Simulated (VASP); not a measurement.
Output of a VASP run:

### OSZICAR
```
       N       E                     dE             d eps       ncg     rms          rms(c)
DAV:   1     0.442690597385E+03    0.44269E+03   -0.24692E+04  1968   0.132E+03
DAV:   2    -0.147982567877E+02   -0.45749E+03   -0.44755E+03  2121   0.372E+02
DAV:   3    -0.439287819947E+02   -0.29131E+02   -0.28443E+02  2131   0.853E+01
DAV:   4    -0.447758519707E+02   -0.84707E+00   -0.84410E+00  2180   0.142E+01
DAV:   5    -0.447961292299E+02   -0.20277E-01   -0.20269E-01  2269   0.217E+00    0.228E+01
RMM:   6    -0.429488064558E+02    0.18473E+01   -0.16936E+01  2095   0.162E+01    0.688E+00
RMM:   7    -0.423247954457E+02    0.62401E+00   -0.26032E+00  1908   0.593E+00    0.455E+00
RMM:   8    -0.422779470291E+02    0.46848E-01   -0.89875E-01  1826   0.414E+00    0.796E-01
RMM:   9    -0.422897749805E+02   -0.11828E-01   -0.23275E-01  2088   0.151E+00    0.584E-01
RMM:  10    -0.422851914763E+02    0.45835E-02   -0.69477E-02  1994   0.102E+00    0.231E-01
RMM:  11    -0.422839145798E+02    0.12769E-02   -0.12351E-02  2097   0.439E-01    0.720E-02
RMM:  12    -0.422842372002E+02   -0.32262E-03   -0.33370E-03  2259   0.176E-01    0.240E-02
RMM:  13    -0.422843056700E+02   -0.68470E-04   -0.68771E-04  2102   0.767E-02    0.106E-02
RMM:  14    -0.422843180990E+02   -0.12429E-04   -0.17912E-04  1661   0.395E-02    0.572E-03
RMM:  15    -0.422843239583E+02   -0.58593E-05   -0.62765E-05  1227   0.199E-02
   1 F= -.42284324E+02 E0= -.42284324E+02  d E =-.422843E+02
       N       E                     dE             d eps       ncg     rms          rms(c)
DAV:   1    -0.428986458746E+02   -0.61433E+00   -0.48566E+01  1841   0.259E+01    0.597E+00
RMM:   2    -0.430783612012E+02   -0.17972E+00   -0.23562E+00  1757   0.599E+00    0.181E+00
RMM:   3    -0.431094207289E+02   -0.31060E-01   -0.31566E-01  1900   0.239E+00    0.124E+00
RMM:   4    -0.431120981029E+02   -0.26774E-02   -0.56431E-02  1820   0.106E+00    0.390E-01
RMM:   5    -0.431121596207E+02   -0.61518E-04   -0.14996E-02  1962   0.478E-01    0.165E-01
RMM:   6    -0.431124417046E+02   -0.28208E-03   -0.35093E-03  2102   0.204E-01    0.138E-01
RMM:   7    -0.431124348842E+02    0.68204E-05   -0.58462E-04  1654   0.961E-02    0.167E-02
RMM:   8    -0.431124483624E+02   -0.13478E-04   -0.15922E-04  1733   0.453E-02    0.150E-02
RMM:   9    -0.431124509619E+02   -0.25995E-05   -0.49677E-05  1299   0.254E-02
   2 F= -.43112451E+02 E0= -.43112451E+02  d E =-.828127E+00
       N       E                     dE             d eps       ncg     rms          rms(c)
DAV:   1    -0.431904597398E+02   -0.78011E-01   -0.15699E+01  1904   0.149E+01    0.334E+00
RMM:   2    -0.432415495900E+02   -0.51090E-01   -0.68945E-01  1755   0.331E+00    0.125E+00
RMM:   3    -0.432505996144E+02   -0.90500E-02   -0.93256E-02  1860   0.133E+00    0.725E-01
RMM:   4    -0.432515863470E+02   -0.98673E-03   -0.15264E-02  1826   0.603E-01    0.349E-01
RMM:   5    -0.432517272243E+02   -0.14088E-03   -0.46078E-03  1975   0.275E-01    0.120E-01
RMM:   6    -0.432517786344E+02   -0.51410E-04   -0.81620E-04  2135   0.112E-01    0.947E-02
RMM:   7    -0.432517649314E+02    0.13703E-04   -0.16569E-04  1602   0.568E-02    0.927E-03
RMM:   8    -0.432517677438E+02   -0.28124E-05   -0.37201E-05  1200   0.259E-02
   3 F= -.43251768E+02 E0= -.43251768E+02  d E =-.967444E+00
```

OUTCAR:
```
------------------------ aborting loop because EDIFF is reached ----------------------------------------
  FORCE on cell =-STRESS in cart. coord.  units (eV):
  Direction    XX          YY          ZZ          XY          YZ          ZX
  --------------------------------------------------------------------------------------
  Total        0.0811673      0.0811673      0.1507496     -0.0000000      0.0000000      0.0000000
  in kB        0.9422825      0.9422822      1.7500725     -0.0000000      0.0000000      0.0000000
  external PRESSURE =       1.2115457 kB  Pullay stress =       0.0000000 kB
  volume of cell :      138.01
      direct lattice vectors                 reciprocal lattice vectors
     3.321768070  0.000000000  0.000000000     0.301044498  0.173808142  0.000000000
    -1.660884035  2.876735198  0.000000000     0.000000000  0.347616284  0.000000000
     0.000000000  0.000000000 14.442467943     0.000000000  0.000000000  0.069240244
 POSITION                                       TOTAL-FORCE (eV/Angst)
 -----------------------------------------------------------------------------------
      1.66089      0.95891     10.83185         0.000000      0.000000      0.000000
     -0.00000      1.91782      3.61062        -0.000000     -0.000000      0.000000
      1.66089      0.95891      5.29042         0.000000      0.000000      0.005260
     -0.00000      1.91782     12.51165        -0.000000      0.000000      0.005260
     -0.00000      1.91782      9.15205        -0.000000     -0.000000     -0.005260
      1.66089      0.95891      1.93082        -0.000000      0.000000     -0.005260
 -----------------------------------------------------------------------------------
    total drift:                                0.000525     -0.000303      0.000724
  FREE ENERGIE OF THE ION-ELECTRON SYSTEM (eV)
  ---------------------------------------------------
  free  energy   TOTEN  =       -43.2517677438 eV

  energy  without entropy=      -43.2517677438  energy(sigma->0) =      -43.25176774

 reached required accuracy - stopping structural energy minimisation
```
(Selected blocks of OUTCAR.)

File POSCAR:
```
WSe2
1
    3.3217680701     0.0000000000     0.0000000000
   -1.6608840351     2.8767351980     0.0000000000
    0.0000000000     0.0000000000    14.4424679433
W Se
2 4
Direct
  0.6666670000   0.3333330000   0.7500000000
  0.3333330000   0.6666670000   0.2500000000
  0.6666670000   0.3333330000   0.3790000000
  0.3333330000   0.6666670000   0.8790000000
  0.3333330000   0.6666670000   0.6210000000
  0.6666670000   0.3333330000   0.1210000000
```

Question: Reconstruct the remaining input files.

Answer: This is not unique; one that fits is the input of the run itself, PBE GGA, plane waves, VASP's PBE PAW potentials (set 64).

### INCAR
```
# general
SYSTEM =WSe2
PREC   =Normal
ENCUT  =400
LREAL  =.FALSE.
LASPH  =.TRUE.

# electronic loop
EDIFF  =1E-5
NELM   =100
NELMIN =4
ALGO   =Fast
LMAXMIX=6

# smearing
ISMEAR =0
SIGMA  =0.05

# functional
GGA    =PE

# ions
IBRION =2
NSW    =20
ISIF   =2
EDIFFG =-0.03

# output
LWAVE  =.FALSE.
LCHARG =.FALSE.
```

### KPOINTS
```
kpoints
0
G
 10 10 2
```

POTCAR, in this order: W_sv Se (PBE.64 set). Program: vasp_std.

Without a dispersion term in the relaxation, distances and binding between the weakly bound layers, chains or molecules are unreliable, and so is what depends on them.

The compound is WSe2 in the 2H layered structure. This run relaxes the ions in a fixed cell. Symmetry was kept, so distortions that lower it aren't found.
